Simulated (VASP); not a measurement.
Computed with LDA (Ceperley-Alder, Perdew-Zunger), VASP's LDA PAW potentials (set 64) (plane waves; VASP).

Input for VASP

File KPOINTS:
```
Automatic mesh
0
Gamma
12 12 12
0 0 0
```

**INCAR**
```
ISIF  =  3   ! ions, shape and volume
NSW  =  40   ! most ionic steps
EDIFF  =  1E-6   ! SCF stop (eV)
ISMEAR  =  0
IBRION  =  2
NELM  =  100   ! most electronic steps
SIGMA  =  0.05
EDIFFG  =  -0.02
LCHARG  =  .FALSE.
LWAVE  =  .FALSE.
ENCUT  =  620   ! plane-wave cut-off (eV)
PREC  =  Accurate
LREAL  =  .FALSE.
ALGO  =  Normal
SYSTEM  =  LiF
LASPH  =  .TRUE.   ! aspherical one-centre terms
PSTRESS  =  100   ! kbar
```

**POSCAR**
```
LiF
1
    0.0000000000     1.9167440810     1.9167440810
    1.9167440810     0.0000000000     1.9167440810
    1.9167440810     1.9167440810     0.0000000000
Li F
1 1
Direct
  0.0000000000   0.0000000000   0.0000000000
  0.5000000000   0.5000000000   0.5000000000
```

POTCAR, in this order: Li_sv F (LDA.64 set). Program: vasp_std.

Output of the run:

### OSZICAR
```
       N       E                     dE             d eps       ncg     rms          rms(c)
DAV:   1     0.369593940697E+02    0.36959E+02   -0.65529E+03  1320   0.130E+03
DAV:   2    -0.967884779714E+01   -0.46638E+02   -0.45354E+02  1460   0.229E+02
DAV:   3    -0.109702052564E+02   -0.12914E+01   -0.12870E+01  1698   0.358E+01
DAV:   4    -0.109817498286E+02   -0.11545E-01   -0.11539E-01  1715   0.355E+00
DAV:   5    -0.109818049510E+02   -0.55122E-04   -0.55120E-04  1664   0.188E-01    0.426E+00
DAV:   6    -0.105016964878E+02    0.48011E+00   -0.23664E+00  1336   0.124E+01    0.128E+00
DAV:   7    -0.104917092527E+02    0.99872E-02   -0.19318E-02  1762   0.150E+00    0.774E-01
DAV:   8    -0.104871216277E+02    0.45876E-02   -0.84048E-03  1893   0.124E+00    0.827E-02
DAV:   9    -0.104871210352E+02    0.59246E-06   -0.60244E-04  1422   0.295E-01    0.358E-02
DAV:  10    -0.104871293122E+02   -0.82770E-05   -0.39574E-05  1494   0.621E-02    0.378E-03
DAV:  11    -0.104871291751E+02    0.13713E-06   -0.79190E-07  1182   0.124E-02
   1 F= -.96080828E+01 E0= -.96080828E+01  d E =-.960808E+01
       N       E                     dE             d eps       ncg     rms          rms(c)
DAV:   1    -0.105568454015E+02   -0.69716E-01   -0.17908E+00  1300   0.143E+01    0.244E+00
DAV:   2    -0.104714862767E+02    0.85359E-01   -0.45578E-01  1330   0.582E+00    0.482E-01
DAV:   3    -0.104693960637E+02    0.20902E-02   -0.30760E-03  1761   0.711E-01    0.264E-01
DAV:   4    -0.104683689049E+02    0.10272E-02   -0.10552E-03  1860   0.330E-01    0.167E-02
DAV:   5    -0.104683725795E+02   -0.36745E-05   -0.55587E-05  1378   0.846E-02    0.673E-03
DAV:   6    -0.104683743499E+02   -0.17704E-05   -0.36447E-06  1552   0.202E-02    0.249E-03
DAV:   7    -0.104683742934E+02    0.56486E-07   -0.79026E-08   732   0.351E-03
   2 F= -.96169954E+01 E0= -.96169954E+01  d E =-.891261E-02
       N       E                     dE             d eps       ncg     rms          rms(c)
DAV:   1    -0.104692437293E+02   -0.86938E-03   -0.18139E-01  1298   0.455E+00    0.774E-01
DAV:   2    -0.104606296835E+02    0.86140E-02   -0.45228E-02  1329   0.184E+00    0.153E-01
DAV:   3    -0.104604162952E+02    0.21339E-03   -0.30453E-04  1757   0.224E-01    0.828E-02
DAV:   4    -0.104603131426E+02    0.10315E-03   -0.10539E-04  1867   0.104E-01    0.520E-03
DAV:   5    -0.104603135416E+02   -0.39902E-06   -0.55515E-06  1325   0.269E-02
   3 F= -.96175991E+01 E0= -.96175991E+01  d E =-.951635E-02
```

### OUTCAR
```
------------------------ aborting loop because EDIFF is reached ----------------------------------------
  FORCE on cell =-STRESS in cart. coord.  units (eV):
  Direction    XX          YY          ZZ          XY          YZ          ZX
  --------------------------------------------------------------------------------------
  Total        0.8367003      0.8367003      0.8367003      0.0000000      0.0000000      0.0000000
  in kB       99.2863325     99.2863325     99.2863325      0.0000000      0.0000000      0.0000000
  external PRESSURE =      -0.7136675 kB  Pullay stress =     100.0000000 kB
  volume of cell :       13.50
      direct lattice vectors                 reciprocal lattice vectors
    -0.000000000  1.889964612  1.889964612    -0.264555218  0.264555218  0.264555218
     1.889964612  0.000000000  1.889964612     0.264555218 -0.264555218  0.264555218
     1.889964612  1.889964612 -0.000000000     0.264555218  0.264555218 -0.264555218
  FREE ENERGIE OF THE ION-ELECTRON SYSTEM (eV)
  ---------------------------------------------------
  free  energy   TOTEN  =       -10.4603135416 eV

  energy  without entropy=      -10.4603135416  energy(sigma->0) =      -10.46031354
  enthalpy is  TOTEN    =        -9.6175991110 eV   P V=        0.8427144306

 reached required accuracy - stopping structural energy minimisation
```
(Selected blocks of OUTCAR.)

File CONTCAR:
```
LiF
   1.00000000000000
    -0.0000000000000000    1.8899646123205576    1.8899646123205576
     1.8899646123205576    0.0000000000000000    1.8899646123205576
     1.8899646123205576    1.8899646123205576   -0.0000000000000000
  Li              F
     1     1
Direct
     0.0000000000000000    0.0000000000000000    0.0000000000000000
     0.5000000000000000    0.5000000000000000    0.5000000000000000
```

### OUTCAR
```
 val. band max:        0.0327534036   @ k =  -0.0833   0.0833   0.0000

 cond. band min:      10.8001624983   @ k =   0.0000   0.0000   0.0000


 Fermi energy:         0.4111479914

 k-point     1 :       0.0000    0.0000    0.0000
  band No.  band energies     occupation
      1     -39.4486      2.00000
      2     -20.1157      2.00000
      3       0.0309      2.00000
      4       0.0309      2.00000
      5       0.0309      2.00000
      6      10.8002      0.00000
      7      25.8462      0.00000
      8      25.8462      0.00000
      9      25.8462      0.00000

 k-point     2 :       0.0833    0.0000    0.0000
  band No.  band energies     occupation
      1     -39.4382      2.00000
      2     -20.0807      2.00000
      3      -0.2191      2.00000
      4       0.0090      2.00000
      5       0.0090      2.00000
      6      10.9901      0.00000
      7      23.2188      0.00000
      8      24.6791      0.00000
      9      24.6791      0.00000

 k-point     3 :       0.1667    0.0000    0.0000
  band No.  band energies     occupation
      1     -39.4101      2.00000
      2     -19.9824      2.00000
      3      -0.8650      2.00000
      4      -0.0493      2.00000
      5      -0.0493      2.00000
      6      11.4125      0.00000
      7      20.8282      0.00000
      8      23.2282      0.00000
      9      23.2282      0.00000

 k-point     4 :       0.2500    0.0000    0.0000
  band No.  band energies     occupation
      1     -39.3715      2.00000
      2     -19.8418      2.00000
      3      -1.6814      2.00000
      4      -0.1267      2.00000
      5      -0.1267      2.00000
      6      11.7369      0.00000
      7      19.3170      0.00000
      8      21.8762      0.00000
      9      21.8762      0.00000

 k-point     5 :       0.3333    0.0000    0.0000
  band No.  band energies     occupation
      1     -39.3331      2.00000
      2     -19.6929      2.00000
      3      -2.4454      2.00000
...
```

Energy and stress use the plane-wave basis of the starting cell.

The compound is LiF in the rock salt structure. This run relaxes it under an external pressure of 10 GPa. Symmetry was kept, so distortions that lower it aren't found.
